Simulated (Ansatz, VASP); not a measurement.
# Cross-check of Ti (Titanium) between VASP and Ansatz

One calculation is typed for both programs; each brings its own data sets. How far apart do they land? The cell is taken from a series of runs on this material, whose earlier steps may have relaxed, scaled, displaced or heated it; both programs get it as it stands.

Main program and level: Ansatz 0.2.0; plane waves, with VASP 6.6.1 beside it; relaxation of cell and atoms at LDA.

## Step 1: The starting structure

Symmetry: P6_3/mmc, No. 194, hexagonal system. Conventional cell: a = 2.864 Å, b = 2.864 Å, c = 4.534 Å, α = 90.00°, β = 90.00°, γ = 120.00°. Nearest to Ti lie 12 Ti at 2.81 to 2.86 Å.

Coordinates:

```cif
data_structure
_symmetry_space_group_name_H-M 'P 1'
_symmetry_Int_Tables_number 1
_cell_length_a 2.8639
_cell_length_b 2.8639
_cell_length_c 4.5336
_cell_angle_alpha 90.000
_cell_angle_beta 90.000
_cell_angle_gamma 120.000
_cell_volume 32.20
loop_
_atom_site_label
_atom_site_type_symbol
_atom_site_fract_x
_atom_site_fract_y
_atom_site_fract_z
_atom_site_occupancy
Ti1 Ti 0.33333 0.66667 0.25000 1
Ti2 Ti 0.66667 0.33333 0.75000 1
```

## Step 2: Ansatz: relaxation of cell and atoms, LDA

Ansatz runs on its default PAW (the set named soft_2) files.

The relaxed volume is the usual yardstick between codes: in a stiff, nearly cubic crystal its relative difference is about their pressure difference at one cell divided by the bulk modulus.

File input.yaml:

```yaml
crystal:
  lattice:
    - [2.8638713796, 0.0, 0.0]
    - [-1.4319356898, 2.4801853679, 0.0]
    - [0.0, 0.0, 4.5336302793]
  atoms:
    - { symbol: Ti, position: [0.3333333333, 0.6666666667, 0.25] }
    - { symbol: Ti, position: [0.6666666667, 0.3333333333, 0.75] }
kpoints:
  mp_grid: { grid: [21, 21, 12] }
hamiltonian:
  xc: lda
scf:
  occupations: { method: fermi_dirac, width: 0.15 }
output:
  forces: true
  stress: true
  eigenvalues: true
relax:
  adjacent_minimum: "off"
  f_tol: 0.001
  max_steps: 60
  cell: { stress_tol: 0.01 }
```

On the command line:

```
$ ansatz run input.yaml --threads 8 --pin off --max-ram 14336MiB --backend cpu --events-out ev --progress --plain --runs-dir out
```

Numbers of over 12 decimals in the logs are rounded to 6 here.

The log of the run:

```text
Engine: ansatz 0.2.0, aarch64-unknown-linux-gnu
Pseudopotentials: kind: paw
Pseudopotential: Ti, paw, valence charge 12, recommended cutoff 420 eV (normal), Ti.paw.azcp
Functional definition: SPW92
  exchange = slater_x
  correlation = pw_c
Crystal: 2 atoms, lattice volume = 32.202 Å³
Basis set: ecut = 420 eV, 615 PW (Γ)
Bands: 16, of which v1, the nominal top of the filled ones, is band 12 counted from 1 (11 counted from 0)
Symmetry: 24 space group operations
Space group: P63/mmc (ITA 194), of the structure as read, at distance tolerance 3.2e-5 Å
k-points: 336 of 5292
Non-local potential: Ti, projectors of the file, l = 0: 3, l = 1: 2, l = 2: 3, l = 3: 1
PAW form: soft (Blöchl's): semilocal exchange-correlation on the pseudo side does not see the compensation charge
PAW frozen core: Ti, regenerated for the run's functional, and the local potential with it (the file was generated under x = pbe(κ = 0.804, μ = 0.219515), c = pbe(β = 0.066725))
PAW one-centre angular grid: Ti, 590 points (default); XC on 64 Gauss nodes
Initial density: superposition of atomic densities (neutral atoms: chi_scale 0, normalization atom), corrected by the library's trained network
Initial wavefunctions: pseudopotential atomic-orbital guess
Functional: x = slater, c = lda
SCF iter   1: F=—  HF=-4900.686549 eV  |F-HF|=—  |Δ(HF+E_count)|=         —  Δρ=5.81e-3  dr2=4.40e-3  ethr=1.77e-3  ⟨swp⟩=4.5  Hψ=49703  notcnv=0
automatic band count: the SCF goes on with 20 bands, as 16 were too few: the levels above may hold too much charge
preconditioner: auto → none  [metal: Δε(μ)=0.002 eV  Ē_g=4.438 eV  σ=0.150 eV  W_gap=0.00  n_scr=8 (ndim 8)  ℏωp=18.5 eV  f_vac=0.000  D(μ)=2.25/eV (n_scr^D=22)  sad-step TF]
SCF iter   2: F=—  HF=-4900.685458 eV  |F-HF|=—  |Δ(HF+E_count)|=   1.09e-3  Δρ=3.05e-3  dr2=1.19e-3  ethr=1.83e-5  ⟨swp⟩=1.0  Hψ=9408  notcnv=0
SCF iter   3: F=—  HF=-4900.685410 eV  |F-HF|=—  |Δ(HF+E_count)|=   4.83e-5  Δρ=2.74e-4  dr2=1.02e-5  ethr=4.98e-6  ⟨swp⟩=2.5  Hψ=9145  notcnv=0
SCF iter   4: F=—  HF=-4900.685411 eV  |F-HF|=—  |Δ(HF+E_count)|=   1.18e-6  Δρ=2.25e-5  dr2=1.24e-7  ethr=4.24e-8  ⟨swp⟩=2.6  Hψ=10250  notcnv=0
iter 5 did not close the SCF: its close was put off for the readings that it lacked (scf_convergence_deferred on its scf_iter line)
SCF iter   5: F=-4900.685411 eV  HF=-4900.685411 eV  |F-HF|=4.49e-10  |Δ(HF+E_count)|=   4.49e-8  Δρ=2.23e-6  dr2=1.20e-9  ethr=5.16e-10  ⟨swp⟩=2.6  Hψ=9835  notcnv=0
SCF iter   6: F=-4900.685411 eV  HF=-4900.685411 eV  |F-HF|=1.22e-10  |Δ(HF+E_count)|=  8.00e-11  Δρ=7.98e-7  dr2=1.33e-10  ethr=4.98e-12  ⟨swp⟩=1.3  Hψ=18886  notcnv=0
SCF 1 converged in 6 iterations: F = -4900.685411 eV  dr2 = 1.33e-10
  greatest PAW one-centre occupation: 0.999 electrons in one spin orbital (limit 2), on the Ti atom at site 1 (counted from 0), in its partial waves of l = 0
relax step   1: F+E_penalty+E_count = -4900.68541077 eV  Δ(F+E_penalty+E_count) = +0.000e0 eV  max|allowed force component| = 4.348e-16 eV/Å  Δτ_max = 0.0000 Å  P = +0.425 GPa  Ω = 32.202 Å³  (6 SCF iters, dr2 threshold 1.00e-7 eV, accepted)
[...]
relax step   4: F+E_penalty+E_count = -4900.68557179 eV  Δ(F+E_penalty+E_count) = -4.056e-6 eV  max|allowed force component| = 4.163e-16 eV/Å  Δτ_max = 0.0000 Å  P = +0.002 GPa  Ω = 32.309 Å³  energy of the carried Pulay correction = -2.322e-5 eV  (7 SCF iters, accepted)
[...]
relax step   5: F+E_penalty+E_count = -4900.68557246 eV  Δ(F+E_penalty+E_count) = -6.665e-7 eV  max|allowed force component| = 4.718e-16 eV/Å  Δτ_max = 0.0000 Å  P = +0.000 GPa  Ω = 32.309 Å³  energy of the carried Pulay correction = -2.322e-5 eV  (7 SCF iters, dr2 threshold 1.38e-9 eV, accepted)
[...]
relax step   6: F+E_penalty+E_count = -4900.68559550 eV  Δ(F+E_penalty+E_count) = -2.305e-5 eV  max|allowed force component| = 4.163e-16 eV/Å  Δτ_max = 0.0000 Å  P = +0.002 GPa  Ω = 32.309 Å³  stress off target by 4.65e-3 GPa  SCF on the basis re-selected at this cell (its energy is not comparable with the rows above)  (8 SCF iters)
basis re-selected at this cell: Δ(F+E_penalty+E_count) = -2.305e-5 eV, ΔP = +0.002 GPa vs the last step (what re-selecting the basis moved, of the pressure what is left beyond the Pulay correction that the steps carried, after the strain that the cell walked since its last selection, with what the two solves' SCF thresholds leave and, on support functions, any second-order correction that the steps lacked; it is no m [...]
SCF converged after 8 iterations
Free energy (F): -4900.685596 eV
Harris-Foulkes:  -4900.685596 eV  (|F-HF|=0.00e0)
Internal energy: -4900.506582 eV  (E = F + TS)
E sigma→0 (E₀):  -4900.596089 eV
Entropy (-TS):   -0.179013 eV (-89.507 meV/atom)
Fermi energy:    14.189383 eV
--- Per-component energies (eV) ---
  E_band       = -286.694270
  E_kinetic    = 548.258736
  E_local      = -1554.117751  (includes V_loc(G=0)·N_el)
  E_nonlocal   = 24.586749
  E_hartree    = 641.705339
  E_xc         = -194.268940
  E_vxc        = -244.520688  (∫ρ·V_xc dr)
  E_paw        = -1998.578921  (= ΣΔE_a)
  E_vpaw       = -344.312199  (= ΣTr[D̂ρ^β])
  E_aug_tail   = 0.000206  (compensation charges beyond the density's cutoff)
  E_ewald      = -2368.743901
  E_core_change = 0.651901  (= ΣΔE_core)
  E_smearing   = -0.179013  (= −TS)
  E_closure    = 0.000000  (closes the sum)
  Σ components = -4900.685596   (vs F -4900.685596, Δ=0.00e0)
--- Forces (eV/Å), atoms counted from 1 ---
  atom   1  Ti    -0.00000000    -0.00000000     0.00000000
  atom   2  Ti     0.00000000     0.00000000     0.00000000
  max |Σ_I F_I| component: 7.40e-17 eV/Å
--- Stress (GPa, compression-positive) ---
        0.001043       0.000000       0.000000
        0.000000       0.001043       0.000000
        0.000000       0.000000       0.004647
  P = ⅓ Tr σ = 0.0022 GPa (0.022 kbar)
--- Band table (eV; the first three rows and the last of 336) ---
  k-point 0: bands = [... 8 lower, 7.9740, 11.3859, 15.0259, 15.0259, 15.1670, 15.3077, 15.5783, 15.5783, ... 4 higher]
  k-point 1: bands = [... 8 lower, 8.0370, 11.3676, 14.9925, 14.9925, 15.1313, 15.1859, 15.5421, 15.5421, ... 4 higher]
  k-point 2: bands = [... 8 lower, 8.2232, 11.2978, 14.8866, 14.9234, 14.9234, 15.0283, 15.4440, 15.4440, ... 4 higher]
  k-point 335: bands = [... 8 lower, 12.9165, 12.9165, 13.0534, 13.0534, 14.0857, 14.0857, 16.0181, 16.0181, ... 4 higher]
--- Relaxed structure (5 steps of the walk, 5 accepted, 1 SCFs on fresh bases) ---
  F+E_penalty+E_count = -4900.68559550 eV   max|allowed force component| = 4.163e-16 eV/Å   (the final SCF, on the basis selected at the relaxed cell)
  cell:  # Å, volume = 32.3090 Å³
    - [2.864731, 0.0, 0.0]
    - [-1.432365, 2.480929, 0.0]
    - [0.0, 0.0, 4.545960]
  atoms:
    - { symbol: Ti, position: [0.333333, 0.666667, 0.250000] }
    - { symbol: Ti, position: [0.666667, 0.333333, 0.75] }
```

## Step 3: VASP: relaxation of cell and atoms, LDA

The same cell, functional (in two slightly different forms), mesh and smearing now go to VASP, with its own data sets.

Lines of VASP's logs that name or quote its potential files are left out, and so is its time.

File INCAR:

```
SYSTEM = Ti
PREC = Accurate
ENCUT = 500
EDIFF = 1E-07
NELM = 120
ISMEAR = -1
SIGMA = 0.15
LREAL = .FALSE.
ALGO = Normal
GGA = PW92
NBANDS = 18
LASPH = .TRUE.
LORBIT = 11
LWAVE = .FALSE.
LCHARG = .FALSE.
ISIF = 3
IBRION = 2
NSW = 80
EDIFFG = -0.005
GGA_COMPAT = .FALSE.
NELMIN = 4
```

File POSCAR:

```
Ti
1.0
    2.8638710000      0.0000000000      0.0000000000
   -1.4319360000      2.4801850000      0.0000000000
    0.0000000000      0.0000000000      4.5336300000
Ti
2
Direct
    0.3333337678      0.6666667832      0.2500000000
    0.6666671012      0.3333334498      0.7500000000
```

File KPOINTS:

```
Automatic mesh
0
Gamma
21 21 12
0 0 0
```

The projector-augmented-wave data sets are Ti_sv (LDA family, release 64).

On the command line:

```
$ mpirun -np 1 vasp_std
```

The log of the run:

```text
[banner, memory and clock lines left out]
running    1 mpi-ranks, on    1 nodes
 distrk:  each k-point on    1 cores,    1 groups
 distr:  one band on    1 cores,    1 groups

 POSCAR found type information on POSCAR Ti
 POSCAR found :  1 types and       2 ions
|                                                                             |
|               ----> ADVICE to this user running VASP <----                  |
|                                                                             |
|     You enforced a specific xc type in the INCAR file but a different       |
|     [... a line on the potential file left out ...]
|     I HOPE YOU KNOW WHAT YOU ARE DOING!                                     |
|                                                                             |

 LDA part: xc-table for (Slater(with rela. corr.)+PW92), standard interpolation
 POSCAR, INCAR and KPOINTS ok, starting setup
 FFT: planning ... GRIDC
 FFT: planning ... GRID_SOFT
 FFT: planning ... GRID
 WAVECAR not read
 entering main loop
       N       E                     dE             d eps       ncg     rms          rms(c)
DAV:   1     0.252565119727E+03    0.25257E+03   -0.12958E+04 12104   0.164E+03
DAV:   2     0.102463686927E+02   -0.24232E+03   -0.23923E+03 12286   0.451E+02
DAV:   3    -0.179183840781E+02   -0.28165E+02   -0.27806E+02 22758   0.126E+02
DAV:   4    -0.189878695953E+02   -0.10695E+01   -0.10682E+01 13792   0.259E+01
DAV:   5    -0.190371842893E+02   -0.49315E-01   -0.49307E-01 18708   0.398E+00    0.124E+01
DAV:   6    -0.171587892082E+02    0.18784E+01   -0.67806E+00 14258   0.272E+01    0.329E+00
DAV:   7    -0.171406297137E+02    0.18159E-01   -0.71988E-01 18376   0.624E+00    0.203E+00
DAV:   8    -0.171687882667E+02   -0.28159E-01   -0.23291E-01 13810   0.602E+00    0.772E-01
DAV:   9    -0.171595159033E+02    0.92724E-02   -0.49089E-02 13826   0.256E+00    0.829E-02
DAV:  11    -0.171600098237E+02   -0.91152E-05   -0.22096E-04 15622   0.126E-01    0.348E-02
DAV:  12    -0.171599990062E+02    0.10818E-04   -0.33925E-05 14976   0.563E-02    0.307E-03
DAV:  13    -0.171599988134E+02    0.19284E-06   -0.17121E-06 15926   0.101E-02    0.283E-03
DAV:  14    -0.171599990444E+02   -0.23103E-06   -0.30608E-07 12468   0.520E-03    0.628E-04
DAV:  15    -0.171599990498E+02   -0.53533E-08   -0.41481E-08  7180   0.106E-03
   1 F= -.17159999E+02 E0= -.17070500E+02  d E =-.171600E+02
[...]
2 F= -.17160042E+02 E0= -.17070343E+02  d E =-.430005E-04
[...]
3 F= -.17160043E+02 E0= -.17070314E+02  d E =-.438977E-04
 curvature:  -0.58 expect dE=-0.190E-04 dE for cont linesearch -0.206E-07
 trial: gam= 0.41964 g(F)=  0.180E-40 g(S)=  0.329E-04 ort = 0.163E-05 (trialstep = 0.103E+01)
 search vector abs. value=  0.474E-04
 bond charge predicted
       N       E                     dE             d eps       ncg     rms          rms(c)
DAV:   1    -0.171604387108E+02   -0.39579E-03   -0.13804E-02 14150   0.164E+00    0.153E-01
DAV:   2    -0.171601123603E+02    0.32635E-03   -0.13803E-03 12860   0.447E-01    0.659E-02
DAV:   3    -0.171600518726E+02    0.60488E-04   -0.43146E-04 18746   0.171E-01    0.250E-02
DAV:   4    -0.171600543990E+02   -0.25264E-05   -0.40029E-05 14734   0.704E-02    0.101E-02
DAV:   5    -0.171600582956E+02   -0.38966E-05   -0.13666E-05 18318   0.244E-02    0.878E-03
DAV:   6    -0.171600590355E+02   -0.73981E-06   -0.22714E-06 15048   0.152E-02    0.206E-03
DAV:   7    -0.171600590926E+02   -0.57158E-07   -0.42528E-07 11850   0.494E-03
   4 F= -.17160059E+02 E0= -.17070358E+02  d E =-.161451E-04
 trial-energy change:   -0.000016  1 .order   -0.000017   -0.000035   -0.000000
 step:   1.0301(harm=  1.0301)  dis= 0.00000  next Energy=   -17.160059 (dE=-0.161E-04)
 reached required accuracy - stopping structural energy minimisation
```

From OUTCAR (step 3):

```text
ion  position               nearest neighbor table
   1  0.333  0.667  0.250-   2 2.81   2 2.81   2 2.81   2 2.81   2 2.81   2 2.81
   2  0.667  0.333  0.750-   1 2.81   1 2.81   1 2.81   1 2.81   1 2.81   1 2.81

  LATTYP: Found a hexagonal cell.
 ALAT       =     2.8638710000
 C/A-ratio  =     1.5830426720

 Subroutine GETGRP returns: Found 24 space group operations
 (whereof 12 operations were pure point group operations)

The static configuration has the point symmetry D_3d.
 The point group associated with its full space group is D_6h.

 Found    336 irreducible k-points:

   k-points           NKPTS =    336   k-points in BZ     NKDIM =    336   number of bands    NBANDS=     18

   dimension x,y,z NGX =    24 NGY =   24 NGZ =   36
   dimension x,y,z NGXF=    48 NGYF=   48 NGZF=   72

   ENCUT  =  500.0 eV  36.75 Ry    6.06 a.u.   5.22  5.22  8.27*2*pi/ulx,y,z

   NELECT =      24.0000    total number of electrons

 k-points in reciprocal lattice and weights: Automatic mesh
   0.00000000  0.00000000  0.00000000       0.000
   0.04761905 -0.00000000  0.00000000       0.001
   0.09523810  0.00000000  0.00000000       0.001
   0.14285714 -0.00000000  0.00000000       0.001
   0.19047619  0.00000000  0.00000000       0.001
   0.23809524  0.00000000  0.00000000       0.001
   0.28571429 -0.00000000  0.00000000       0.001
   0.33333333  0.00000000  0.00000000       0.001
   0.38095238  0.00000000  0.00000000       0.001
[...]
0.33333333  0.28571429  0.50000000       0.002
   0.33333333  0.33333333  0.50000000       0.000

 average (electrostatic) potential at core
       1 -71.5732       2 -71.5732

 E-fermi :   8.8651

 k-point     1 :       0.0000    0.0000    0.0000
  band No.  band energies     occupation
    ...
      6     -23.2562      2.00000
      7     -23.2420      2.00000
      8     -23.2420      2.00000
      9       2.6282      2.00000
     10       6.0507      2.00000
     11       9.6986      0.00769
     12       9.6986      0.00769
     13       9.8347      0.00311
     14      10.0102      0.00097
     15      10.2502      0.00020
    ...

 k-point     2 :       0.0476   -0.0000    0.0000
  band No.  band energies     occupation
    ...
      6     -23.2589      2.00000
      7     -23.2565      2.00000
      8     -23.2438      2.00000
      9       2.6974      2.00000
     10       6.1066      2.00000
     11       9.5329      0.02305
     12       9.7489      0.00551
     13       9.8434      0.00294
     14       9.9717      0.00125
     15      10.2132      0.00025
    ...

 k-point     3 :       0.0952    0.0000    0.0000
  band No.  band energies     occupation
    ...
      6     -23.2981      2.00000
      7     -23.2670      2.00000
      8     -23.2490      2.00000
      9       2.9018      2.00000
     10       6.2667      2.00000
     11       9.2763      0.12114
     12       9.4443      0.04121
     13       9.8978      0.00204
     14      10.0777      0.00062
     15      10.1876      0.00030
    ...

  Total       -0.0008787     -0.0008787     -0.0022737      0.0000000      0.0000000      0.0000000
  in kB       -0.0436951     -0.0436951     -0.1130683      0.0000000      0.0000000      0.0000000
  external PRESSURE =      -0.0668195 kB  Pullay stress =       0.0000000 kB

  energy-cutoff  :      500.00
  volume of cell :       32.22
      direct lattice vectors                 reciprocal lattice vectors
     2.861641621  0.000000000  0.000000000     0.349449768  0.201754991  0.000000000
    -1.430821310  2.478254301 -0.000000000    -0.000000000  0.403509841 -0.000000000
    -0.000000000  0.000000000  4.542989603    -0.000000000 -0.000000000  0.220119368

 POSITION                                       TOTAL-FORCE (eV/Angst)
 -----------------------------------------------------------------------------------
      0.00000      1.65217      1.13575         0.000000     -0.000000      0.000000
      1.43082      0.82609      3.40724        -0.000000      0.000000      0.000000
 -----------------------------------------------------------------------------------
    total drift:                               -0.002139     -0.000575     -0.000001

  FREE ENERGIE OF THE ION-ELECTRON SYSTEM (eV)
  ---------------------------------------------------
  free  energy   TOTEN  =       -17.1600590926 eV

  energy  without entropy=      -16.9806559757  energy(sigma->0) =      -17.07035753

 reached required accuracy - stopping structural energy minimisation

 total charge
# of ion       s       p       d       tot
------------------------------------------
    1        2.269   6.131   1.974  10.374
    2        2.269   6.131   1.974  10.374
--------------------------------------------------
tot          4.538  12.261   3.948  20.747

[... 3 further parts left out ...]
```

CONTCAR:

```
Ti
   1.00000000000000
     2.8616416209745092    0.0000000004493295    0.0000000000000000
    -1.4308213097088993    2.4782543009960376   -0.0000000000000000
    -0.0000000000000000    0.0000000000000000    4.5429896031066566
  Ti
     2
Direct
     0.3333337677999992    0.6666667832000002    0.2500000000000000
     0.6666671011999981    0.3333334498000013    0.7500000000000000
```

## Step 4: Comparison

Known differences besides the potentials themselves: the cutoff is 420 eV in Ansatz and 500 eV in VASP; VASP's log shows a relativistic correction to its local exchange, Ansatz's none; Ansatz adds a Pulay correction to the stress that steers its cell, VASP none. Total energies have different zeros and are not compared.

Compared:

```
                                         quantity  Ansatz   VASP  difference
                                      volume (Å³)   32.31  32.22     +0.28 %
edge a after relaxation, in the typed setting (Å)   2.865  2.862     +0.11 %
edge c after relaxation, in the typed setting (Å)   4.546  4.543     +0.07 %
```

## Step 5: Outcome

```json
{
  "difference in volume (relaxation of cell and atoms, LDA)": "0.28 %"
}
```

The difference in volume is 0.28 % (relaxation of cell and atoms, LDA), within the 1.2 % picked in this series as the mark of a large difference, as far as the stopping tolerances let one tell. Such differences can come from data sets, numerical settings and the points named under the comparisons, not from the functional's error against experiment.

[Lines on the potential files, build, host, timing and source positions are cut from VASP's logs without a mark.]

[Logs are printed without paths, hosts, clocks, repeated set-up lines and the standing remarks that a program may print on its own settings, such as how far it seeks lower states.]

[Hosts, paths, dates, database ids (printed as entryN), source tags and the programs' standing remarks are cut or masked in the printed files.]
